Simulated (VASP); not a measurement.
# ScSiRh3 (Pm-3m) in VASP: settings compared

The runs below take ScSiRh3 through single point, with PBE, PBE+U.

Program: VASP 6.6.1. These are calculated values, not measurements. Logs are shortened: lines on timing, memory, paths and dates and some standing lists are left out, and cuts for length are marked.

## Step 1: The crystal as given

It takes space group Pm-3m (No. 221, cubic). Conventional cell: a = 4.324 Å, b = 4.324 Å, c = 4.324 Å, α = 90.00°, β = 90.00°, γ = 90.00°. Sc (site symmetry m-3m) is surrounded by 12 Rh at 3.06 Å. Around Rh (site symmetry 4/mmm) lie 2 Si at 2.16 Å. Si (site symmetry m-3m) is surrounded by 6 Rh at 2.16 Å.

The cell was built by a generator and needn't be a form met in nature.

## Step 2: Single point, PBE

The input, INCAR:

```
SYSTEM = ScSiRh3
PREC = Accurate
ENCUT = 520
EDIFF = 1E-6
ISMEAR = 1
SIGMA = 0.2118
LREAL = .False.
LASPH = .True.
NELM = 60
ALGO = Fast
ISIF = 2
LWAVE = .False.
LCHARG = .False.
GGA = PE
NBANDS = 38
```

The input, KPOINTS:

```
Automatic mesh
0
Gamma
  4 4 4
  0 0 0
```

The input, POSCAR:

```
ScSiRh3
1.0
    4.3244130000      0.0000000000      0.0000000000
    0.0000000000      4.3244130000      0.0000000000
    0.0000000000      0.0000000000      4.3244130000
Sc Rh Si
1 3 1
Direct
    0.0000000000      0.0000000000      0.0000000000
    0.0000000000      0.5000000000      0.5000000000
    0.5000000000      0.0000000000      0.5000000000
    0.5000000000      0.5000000000      0.0000000000
    0.5000000000      0.5000000000      0.5000000000
```

Potentials or basis: VASP PAW PBE potentials, release 64 (Sc_sv, Rh_pv, Si).

On the command line:

```
$ cat potpaw_PBE.64/Sc_sv/POTCAR potpaw_PBE.64/Rh_pv/POTCAR potpaw_PBE.64/Si/POTCAR > POTCAR
$ mpirun -np 1 vasp_std > vasp.out
```

OUTCAR:

```text
SYSTEM = ScSiRh3
   PREC = Accurate
   ENCUT = 520
   EDIFF = 1E-6
   ISMEAR = 1
   LREAL = .False.
   LASPH = .True.
   NELM = 60
   ISIF = 2
   GGA = PE

 ion  position               nearest neighbor table
   1  0.000  0.000  0.000-   2 3.06   3 3.06   4 3.06   2 3.06   3 3.06   2 3.06   4 3.06   2 3.06
                             3 3.06   4 3.06   3 3.06   4 3.06
   2  0.000  0.500  0.500-   5 2.16   5 2.16   4 3.06   1 3.06   1 3.06   4 3.06   1 3.06   3 3.06
                             1 3.06   3 3.06   4 3.06   3 3.06   4 3.06   3 3.06
   3  0.500  0.000  0.500-   5 2.16   5 2.16   4 3.06   1 3.06   1 3.06   4 3.06   2 3.06   4 3.06
                             2 3.06   4 3.06   1 3.06   2 3.06   1 3.06   2 3.06
   4  0.500  0.500  0.000-   5 2.16   5 2.16   3 3.06   1 3.06   2 3.06   3 3.06   2 3.06   1 3.06
                             3 3.06   3 3.06   1 3.06   2 3.06   2 3.06   1 3.06
   5  0.500  0.500  0.500-   2 2.16   3 2.16   4 2.16   4 2.16   3 2.16   2 2.16

  LATTYP: Found a simple cubic cell.
 ALAT       =     4.3244130000

  Lattice vectors:

 A1 = (   4.3244130000,   0.0000000000,   0.0000000000)
 A2 = (   0.0000000000,   4.3244130000,   0.0000000000)
 A3 = (   0.0000000000,   0.0000000000,   4.3244130000)

Analysis of symmetry for initial positions (statically):
=====================================================================
 Subroutine PRICEL returns:
 Original cell was already a primitive cell.

 Routine SETGRP: Setting up the symmetry group for a
 simple cubic supercell.

 Subroutine GETGRP returns: Found 48 space group operations
 (whereof 48 operations were pure point group operations)
 out of a pool of 48 trial point group operations.

The static configuration has the point symmetry O_h .

Analysis of symmetry for dynamics (positions and initial velocities):
=====================================================================
 Subroutine PRICEL returns:
 Original cell was already a primitive cell.

 Routine SETGRP: Setting up the symmetry group for a
 simple cubic supercell.

 Subroutine GETGRP returns: Found 48 space group operations
 (whereof 48 operations were pure point group operations)
 out of a pool of 48 trial point group operations.

The dynamic configuration has the point symmetry O_h .

 Subroutine INISYM returns: Found 48 space group operations
 (whereof 48 operations are pure point group operations),
 and found     1 'primitive' translations

[... 85 lines left out ...]
   EDIFF  = 0.1E-05   stopping-criterion for ELM
   LREAL  =      F    real-space projection
   EDIFFG = 0.1E-04   stopping-criterion for IOM
   NSW    =      0    number of steps for IOM
   IBRION =     -1    ionic relax: 0-MD 1-quasi-New 2-CG
   NFREE  =      0    steps in history (QN), initial steepest desc. (CG)
   ISIF   =      2    stress and relaxation
   ISYM   =      2    0-nonsym 1-usesym 2-fastsym
   POTIM  = 0.5000    time-step for ionic-motion
   TEBEG  =    0.0;   TEEND  =   0.0 temperature during run
   PSTRESS=    0.0 pullay stress
   NELECT =      60.0000    total number of electrons
   NUPDOWN=      -1.0000    fix difference up-down
   EMIN   =  10.00;   EMAX   =-10.00  energy-range for DOS
   EFERMI =   0.00;   METHOD = LEGACY
   ISMEAR =     1;   SIGMA  =   0.21  broadening in eV -4-tet -1-fermi 0-gaus
   EFERMI_NEDOS =   21; number of points for ismear=-14 and -15
   IALGO  =     68    algorithm
   IMIX   =      4    mixing-type and parameters
     AMIX     =   0.40;   BMIX     =  1.00
     AMIX_MAG =   1.60;   BMIX_MAG =  1.00
  volume/ion in A,a.u.               =      16.17       109.15
  Fermi-wavevector in a.u.,A,eV,Ry     =   1.482056  2.800681 29.885079  2.196491
  Thomas-Fermi vector in A             =   2.595890
   LORBIT       =      0    0 simple, 1 ext, 2 COOP (PROOUT), +10 PAW based schemes
   GGA     = PE    functional components
   LHFCALC =     F    Hartree Fock is set to
   AEXX    =    0.0000 exact exchange contribution
   IVDW    =     0    specifies the selected vdW correction
   LEPSILON=     F    determine dielectric tensor
   LRPA    =     F    only Hartree local field effects (RPA)
 non-spin polarized calculation
 RMM-DIIS sequential band-by-band and
 Methfessel and Paxton  Order N= 1 SIGMA  =   0.21
  energy-cutoff  :      520.00
  volume of cell :       80.87
 maximum number of plane-waves:      2201
   NGX = 17   NGY = 17   NGZ = 17

 number of electron      60.0000041 magnetization

 Free energy of the ion-electron system (eV)
  ---------------------------------------------------
  ext. energy  EPLUGINS =         0.00000000
  ---------------------------------------------------
  free energy    TOTEN  =       -35.68871411 eV

  energy without entropy =      -35.69685718  energy(sigma->0) =      -35.69142847

 E-fermi :   8.4530     XC(G=0): -12.0876

 val. band max:        8.3477740672   @ k =   0.2500   0.2500   0.2500
 cond. band min:       8.5717754917   @ k =   0.0000   0.0000   0.0000
 fundamental gap:      0.2240014245
 Fermi energy:         8.4530425688

 k-point     1 :       0.0000    0.0000    0.0000
  band No.  band energies     occupation
      1     -41.7581      2.00000
      2     -38.0797      2.00000
      3     -38.0797      2.00000
      4     -38.0797      2.00000
      5     -37.3761      2.00000
      6     -37.3761      2.00000
[... 399 lines left out ...]
     37      11.0318     -0.00000
     38      13.1339      0.00000

------------------------ aborting loop because EDIFF is reached ----------------------------------------

  FORCE on cell =-STRESS in cart. coord.  units (eV):
  Direction    XX          YY          ZZ          XY          YZ          ZX
  --------------------------------------------------------------------------------------
  -------------------------------------------------------------------------------------
  Total        4.4469516      4.4469516      4.4469516     -0.0000000     -0.0000000      0.0000000
  in kB       88.1031620     88.1031620     88.1031620     -0.0000000     -0.0000000      0.0000000
  external PRESSURE =      88.1031620 kB  Pullay stress =       0.0000000 kB

 VOLUME and BASIS-vectors are now :
 -----------------------------------------------------------------------------
  energy-cutoff  :      520.00
  volume of cell :       80.87
      direct lattice vectors                 reciprocal lattice vectors
     4.324413000  0.000000000  0.000000000     0.231245258  0.000000000  0.000000000
     0.000000000  4.324413000  0.000000000     0.000000000  0.231245258  0.000000000
     0.000000000  0.000000000  4.324413000     0.000000000  0.000000000  0.231245258

 POSITION                                       TOTAL-FORCE (eV/Angst)
 -----------------------------------------------------------------------------------
      0.00000      0.00000      0.00000         0.000000      0.000000      0.000000
      0.00000      2.16221      2.16221         0.000000      0.000000      0.000000
      2.16221      0.00000      2.16221         0.000000      0.000000      0.000000
      2.16221      2.16221      0.00000         0.000000      0.000000      0.000000
      2.16221      2.16221      2.16221         0.000000      0.000000      0.000000
 -----------------------------------------------------------------------------------
    total drift:                                0.000000     -0.000000     -0.000000

  FREE ENERGIE OF THE ION-ELECTRON SYSTEM (eV)
  ---------------------------------------------------
  free  energy   TOTEN  =       -35.6887141131 eV

  energy  without entropy=      -35.6968571788  energy(sigma->0) =      -35.69142847
```

It took 20 s on 1 thread of Intel Xeon Platinum 8488C (Sapphire Rapids), shared host; peak memory 0.18 GiB.

Results:

| Item | Value |
| --- | --- |
| Free energy | -35.6887 eV |
| Pressure | 8.8 GPa |
| Band gap on the k mesh | none (metal or under the smearing width) |

Levels at points of the mesh, in eV from the Fermi level:
```csv
k point,band 28,band 29,band 30,band 31,band 32,band 33
"(0.00, 0.00, 0.00)",-1.10,-0.21,-0.21,-0.21,0.12,1.99
"(0.50, 0.00, 0.00)",-1.30,-0.81,-0.20,1.05,1.05,1.81
"(0.50, 0.50, 0.00)",-1.30,-0.81,-0.66,0.88,0.88,1.55
"(0.50, 0.50, 0.50)",-0.18,-0.18,0.14,0.14,0.14,1.26
```

Caveat: the k mesh is coarse (spacing up to 0.36 Å⁻¹), so the values aren't converged.

## Step 3: Single point, PBE+U

The input, INCAR:

```
PREC     = Accurate       # precision mode
ENCUT    = 520            # plane-wave cutoff, eV
EDIFF    = 1E-6           # SCF threshold, eV
ISMEAR   = 1              # smearing method
SIGMA    = 0.2118         # smearing width, eV
LREAL    = False          # projectors in reciprocal space
LASPH    = True           # aspherical terms in the spheres
NELM     = 150            # most SCF steps
ALGO     = Normal         # electronic algorithm
ISIF     = 2              # what is computed and relaxed
LWAVE    = False          # write WAVECAR
LCHARG   = False          # write CHGCAR
LMAXMIX  = 4              # l up to which the mixer works
LDAU     = True           # DFT+U
LDAUTYPE = 2            
LDAUL    = -1 2 -1        # shell
LDAUU    = 0 5 0          # U, eV
LDAUJ    = 0 0 0        
LDAUPRINT= 1            
GGA      = PE             # functional
NBANDS   = 38             # bands
```

The input, KPOINTS:

```
Automatic mesh
0
Gamma
  4 4 4
```

POSCAR is that of step 2.

Potentials or basis: VASP PAW PBE potentials, release 64 (Sc_sv, Rh_pv, Si).

On the command line:

```
$ cat potpaw_PBE.64/Sc_sv/POTCAR potpaw_PBE.64/Rh_pv/POTCAR potpaw_PBE.64/Si/POTCAR > POTCAR
$ mpirun -np 1 vasp_std > vasp.out
```

Run time: 22 s. Hardware: 1 thread of Intel Xeon Platinum 8488C (Sapphire Rapids), shared host; peak memory 0.18 GiB.

The run converged. Its results:

- Free energy: -22.0538 eV
- Pressure: 2.3 GPa
- Band gap on the k mesh: none (metal or under the smearing width)

Levels at points of the mesh, in eV from the Fermi level:
| k point | band 28 | band 29 | band 30 | band 31 | band 32 | band 33 |
| --- | --- | --- | --- | --- | --- | --- |
| (0.00, 0.00, 0.00) | -0.52 | -0.15 | -0.15 | -0.15 | -0.11 | 1.91 |
| (0.50, 0.00, 0.00) | -1.55 | -0.98 | -0.15 | 1.15 | 1.15 | 1.73 |
| (0.50, 0.50, 0.00) | -1.44 | -1.19 | -0.51 | 1.05 | 1.05 | 1.54 |
| (0.50, 0.50, 0.50) | -0.28 | -0.28 | 0.66 | 0.66 | 0.66 | 1.36 |

Eigenvalues of the final occupation matrices:
| site | spin | trace | eigenvalues |
| --- | --- | --- | --- |
| site 2 d | 1 | 3.86 | 0.72 0.72 0.79 0.81 0.82 |
| site 2 d | 2 | 3.86 | 0.72 0.72 0.79 0.81 0.82 |
| site 3 d | 1 | 3.86 | 0.72 0.72 0.79 0.81 0.82 |
| site 3 d | 2 | 3.86 | 0.72 0.72 0.79 0.81 0.82 |
| site 4 d | 1 | 3.86 | 0.72 0.72 0.79 0.81 0.82 |
| site 4 d | 2 | 3.86 | 0.72 0.72 0.79 0.81 0.82 |

Caveat: the k mesh is coarse (spacing up to 0.36 Å⁻¹), so the values aren't converged; U without spin polarisation on a metal has little footing; the U is typed as a test and isn't derived for this compound.

## Step 4: Single point, PBE

The input, INCAR:

```
ALGO = Normal
EDIFF = 1E-6
ENCUT = 520
GGA = PE
ISIF = 2
ISMEAR = 1
LASPH = True
LCHARG = True
LELF = True
LREAL = False
LVHAR = True
LWAVE = False
NBANDS = 38
NELM = 80
PREC = Accurate
SIGMA = 0.2118
```

The input, KPOINTS:

```
k-points
0
Gamma
  4 4 4
```

POSCAR is that of step 3.

Potentials or basis: VASP PAW PBE potentials, release 64 (Sc_sv, Rh_pv, Si).

On the command line:

```
$ cat potpaw_PBE.64/Sc_sv/POTCAR potpaw_PBE.64/Rh_pv/POTCAR potpaw_PBE.64/Si/POTCAR > POTCAR
$ mpirun -np 1 vasp_std > vasp.out
```

OUTCAR:

```text
EDIFF = 1E-6
   ENCUT = 520
   GGA = PE
   ISIF = 2
   ISMEAR = 1
   LASPH = True
   LREAL = False
   NELM = 80
   PREC = Accurate

 ion  position               nearest neighbor table
   1  0.000  0.000  0.000-   2 3.06   3 3.06   4 3.06   2 3.06   3 3.06   2 3.06   4 3.06   2 3.06
                             3 3.06   4 3.06   3 3.06   4 3.06
   2  0.000  0.500  0.500-   5 2.16   5 2.16   4 3.06   1 3.06   1 3.06   4 3.06   1 3.06   3 3.06
                             1 3.06   3 3.06   4 3.06   3 3.06   4 3.06   3 3.06
   3  0.500  0.000  0.500-   5 2.16   5 2.16   4 3.06   1 3.06   1 3.06   4 3.06   2 3.06   4 3.06
                             2 3.06   4 3.06   1 3.06   2 3.06   1 3.06   2 3.06
   4  0.500  0.500  0.000-   5 2.16   5 2.16   3 3.06   1 3.06   2 3.06   3 3.06   2 3.06   1 3.06
                             3 3.06   3 3.06   1 3.06   2 3.06   2 3.06   1 3.06
   5  0.500  0.500  0.500-   2 2.16   3 2.16   4 2.16   4 2.16   3 2.16   2 2.16

  LATTYP: Found a simple cubic cell.
 ALAT       =     4.3244130000

  Lattice vectors:

 A1 = (   4.3244130000,   0.0000000000,   0.0000000000)
 A2 = (   0.0000000000,   4.3244130000,   0.0000000000)
 A3 = (   0.0000000000,   0.0000000000,   4.3244130000)

Analysis of symmetry for initial positions (statically):
=====================================================================
 Subroutine PRICEL returns:
 Original cell was already a primitive cell.

 Routine SETGRP: Setting up the symmetry group for a
 simple cubic supercell.

 Subroutine GETGRP returns: Found 48 space group operations
 (whereof 48 operations were pure point group operations)
 out of a pool of 48 trial point group operations.

The static configuration has the point symmetry O_h .

Analysis of symmetry for dynamics (positions and initial velocities):
=====================================================================
 Subroutine PRICEL returns:
 Original cell was already a primitive cell.

 Routine SETGRP: Setting up the symmetry group for a
[... 119 lines left out ...]
  Fermi-wavevector in a.u.,A,eV,Ry     =   1.482056  2.800681 29.885079  2.196491
  Thomas-Fermi vector in A             =   2.595890
   LORBIT       =      0    0 simple, 1 ext, 2 COOP (PROOUT), +10 PAW based schemes
   GGA     = PE    functional components
   LHFCALC =     F    Hartree Fock is set to
   AEXX    =    0.0000 exact exchange contribution
   IVDW    =     0    specifies the selected vdW correction
   LEPSILON=     F    determine dielectric tensor
   LRPA    =     F    only Hartree local field effects (RPA)
 non-spin polarized calculation
 Methfessel and Paxton  Order N= 1 SIGMA  =   0.21
  energy-cutoff  :      520.00
  volume of cell :       80.87
 maximum number of plane-waves:      2201
   NGX = 17   NGY = 17   NGZ = 17

 number of electron      60.0000041 magnetization

 Free energy of the ion-electron system (eV)
  ---------------------------------------------------
  ext. energy  EPLUGINS =         0.00000000
  ---------------------------------------------------
  free energy    TOTEN  =       -35.68871447 eV

  energy without entropy =      -35.69686389  energy(sigma->0) =      -35.69143095

 E-fermi :   8.4529     XC(G=0): -12.0876

 val. band max:        8.3475528534   @ k =   0.2500   0.2500   0.2500
 cond. band min:       8.5715150933   @ k =   0.0000   0.0000   0.0000
 fundamental gap:      0.2239622399
 Fermi energy:         8.4528501262

 k-point     1 :       0.0000    0.0000    0.0000
  band No.  band energies     occupation
      1     -41.7578      2.00000
      2     -38.0798      2.00000
      3     -38.0798      2.00000
      4     -38.0798      2.00000
      5     -37.3764      2.00000
      6     -37.3764      2.00000
[... 399 lines left out ...]
     37      11.0320     -0.00000
     38      13.1340      0.00000

------------------------ aborting loop because EDIFF is reached ----------------------------------------

  FORCE on cell =-STRESS in cart. coord.  units (eV):
  Direction    XX          YY          ZZ          XY          YZ          ZX
  --------------------------------------------------------------------------------------
  -------------------------------------------------------------------------------------
  Total        4.4554027      4.4554027      4.4554027      0.0000000     -0.0000000      0.0000000
  in kB       88.2705945     88.2705945     88.2705945      0.0000000     -0.0000000      0.0000000
  external PRESSURE =      88.2705945 kB  Pullay stress =       0.0000000 kB

 VOLUME and BASIS-vectors are now :
 -----------------------------------------------------------------------------
  energy-cutoff  :      520.00
  volume of cell :       80.87
      direct lattice vectors                 reciprocal lattice vectors
     4.324413000  0.000000000  0.000000000     0.231245258  0.000000000  0.000000000
     0.000000000  4.324413000  0.000000000     0.000000000  0.231245258  0.000000000
     0.000000000  0.000000000  4.324413000     0.000000000  0.000000000  0.231245258

 POSITION                                       TOTAL-FORCE (eV/Angst)
 -----------------------------------------------------------------------------------
      0.00000      0.00000      0.00000         0.000000      0.000000      0.000000
      0.00000      2.16221      2.16221         0.000000      0.000000      0.000000
      2.16221      0.00000      2.16221         0.000000      0.000000      0.000000
      2.16221      2.16221      0.00000         0.000000      0.000000      0.000000
      2.16221      2.16221      2.16221         0.000000      0.000000      0.000000
 -----------------------------------------------------------------------------------
    total drift:                                0.000000     -0.000000     -0.000000

  FREE ENERGIE OF THE ION-ELECTRON SYSTEM (eV)
  ---------------------------------------------------
  free  energy   TOTEN  =       -35.6887144719 eV

  energy  without entropy=      -35.6968638938  energy(sigma->0) =      -35.69143095
```

OSZICAR:

```text
N       E                     dE             d eps       ncg     rms          rms(c)
DAV:   1     0.765949784675E+03    0.76595E+03   -0.33179E+04   800   0.174E+03
DAV:   2     0.135218210005E+02   -0.75243E+03   -0.73493E+03   760   0.570E+02
DAV:   3    -0.368578479060E+02   -0.50380E+02   -0.47536E+02  1092   0.140E+02
DAV:   4    -0.392652457177E+02   -0.24074E+01   -0.23842E+01  1140   0.323E+01
DAV:   5    -0.392942169799E+02   -0.28971E-01   -0.28964E-01   898   0.293E+00    0.191E+01
DAV:   6    -0.359039565248E+02    0.33903E+01   -0.68847E+00  1018   0.201E+01    0.646E+00
DAV:   7    -0.357388254133E+02    0.16513E+00   -0.72511E-01  1080   0.661E+00    0.294E+00
DAV:   8    -0.357036816517E+02    0.35144E-01   -0.93375E-02  1038   0.271E+00    0.205E+00
DAV:   9    -0.356923976277E+02    0.11284E-01   -0.66166E-02   932   0.145E+00    0.466E-01
DAV:  10    -0.356889335147E+02    0.34641E-02   -0.15055E-02  1002   0.102E+00    0.193E-01
DAV:  11    -0.356887296792E+02    0.20384E-03   -0.13055E-03  1002   0.361E-01    0.665E-02
DAV:  12    -0.356887212885E+02    0.83907E-05   -0.11528E-04  1104   0.992E-02    0.364E-02
DAV:  13    -0.356887142494E+02    0.70390E-05   -0.15982E-05   946   0.327E-02    0.370E-03
DAV:  14    -0.356887144719E+02   -0.22243E-06   -0.75198E-07   464   0.655E-03
   1 F= -.35688714E+02 E0= -.35691431E+02  d E =0.814942E-02
```

Run time: 20 s. Hardware: 1 thread of Intel Xeon Platinum 8488C (Sapphire Rapids), shared host; peak memory 0.18 GiB.

What came out:

```
Free energy            : -35.6887 eV
Pressure               : 8.8 GPa
Band gap on the k mesh : none (metal or under the smearing width)
```

Levels at points of the mesh, in eV from the Fermi level:
| k point | band 27 | band 28 | band 29 | band 30 | band 31 | band 32 | band 33 | band 34 |
| --- | --- | --- | --- | --- | --- | --- | --- | --- |
| (0.00, 0.00, 0.00) | -1.10 | -1.10 | -0.21 | -0.21 | -0.21 | 0.12 | 1.99 | 1.99 |
| (0.50, 0.00, 0.00) | -1.30 | -1.30 | -0.81 | -0.20 | 1.05 | 1.05 | 1.81 | 1.96 |
| (0.50, 0.50, 0.00) | -1.50 | -1.30 | -0.81 | -0.66 | 0.88 | 0.88 | 1.55 | 1.55 |
| (0.50, 0.50, 0.50) | -0.18 | -0.18 | -0.18 | 0.14 | 0.14 | 0.14 | 1.27 | 1.27 |

Caveat: the k mesh is coarse (spacing up to 0.36 Å⁻¹), so the values aren't converged.
